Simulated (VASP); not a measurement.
VASP runs on CeBe2 (space group Fd-3m) share one base input (PBE GGA, plane waves, VASP's PBE PAW potentials (set 64)) and change the settings named in each case.

### KPOINTS
```
kpoints
0
Gamma
 5 5 5
```

### POSCAR
```
CeBe2
3.7642440
  0.0000000000   1.0000000000   1.0000000000
  1.0000000000   0.0000000000   1.0000000000
  1.0000000000   1.0000000000   0.0000000000
Be Ce
4 2
Cartesian
  0.2500000000   0.2500000000   0.2500000000
  0.2500000000   0.7500000000   0.7500000000
  0.7500000000   0.2500000000   0.7500000000
  0.7500000000   0.7500000000   0.2500000000
  1.5000000000   1.5000000000   1.5000000000
  1.0000000000   1.0000000000   1.0000000000
```

INCAR:
```
# general
SYSTEM  = CeBe2
PREC    = Accurate
ENCUT   = 300
LREAL   = .FALSE.
LASPH   = .TRUE.

# electronic loop
EDIFF   = 1E-6
NELM    = 100
ALGO    = Normal
LMAXMIX = 6

# smearing
ISMEAR  = -1
SIGMA   = 0.1

# functional
GGA     = PE

# spin
ISPIN   = 2
MAGMOM  = 4*0.0 2*1.0

# ions
ISIF    = 2

# output
LWAVE   = .FALSE.
LCHARG  = .FALSE.
LORBIT  = 11
```

POTCAR, in this order: Be Ce (PBE.64 set). Program: vasp_std.

```
change                                                                                                                                                                             E(σ→0) (eV/atom)  pressure (GPa)  −TS (eV)
---------------------------------------------------------------------------------------------------------------------------------------------------------------------------------  ----------------  --------------  --------
base run                                                                                                                                                                                    -4.2718           -9.41   -0.3291
GGA = PS                                                                                                                                                                                    -4.6009          -11.56   -0.3327
GGA_COMPAT = .FALSE., ISPIN removed, LNONCOLLINEAR = .TRUE., LSORBIT = .TRUE., MAGMOM = 0.0 0.0 0.0 0.0 0.0 0.0 0.0 0.0 0.0 0.0 0.0 0.0 0.0 0.0 1.0 0.0 0.0 1.0, program vasp_ncl           -4.3916             ___       ___
KPOINTS 3×3×3 Γ-centred mesh                                                                                                                                                                -4.2640           -9.33   -0.3300
```

Some entries are withheld; supply them.

- GGA_COMPAT = .FALSE., ISPIN removed, LNONCOLLINEAR = .TRUE., LSORBIT = .TRUE., MAGMOM = 0.0 0.0 0.0 0.0 0.0 0.0 0.0 0.0 0.0 0.0 0.0 0.0 0.0 0.0 1.0 0.0 0.0 1.0, program vasp_ncl, pressure (GPa): -9.29
- GGA_COMPAT = .FALSE., ISPIN removed, LNONCOLLINEAR = .TRUE., LSORBIT = .TRUE., MAGMOM = 0.0 0.0 0.0 0.0 0.0 0.0 0.0 0.0 0.0 0.0 0.0 0.0 0.0 0.0 1.0 0.0 0.0 1.0, program vasp_ncl, −TS (eV): -0.3439

Energies of different potentials or functionals have different zeros.  At 300 eV the pressure can carry a Pulay error.

Left out are runs that ran out of time, are held back, or changed the cell or the kind of run, fixed moments of cells without a moment, rows past the twelfth, gaps on odd meshes, pressures of charged cells and columns that move by less than the noise.

The structure was generated: CeBe2 was put into an ordered model structure, which need not be its known phase. The cell was not relaxed at this level. VASP warned that the highest band is occupied, so more bands are needed.
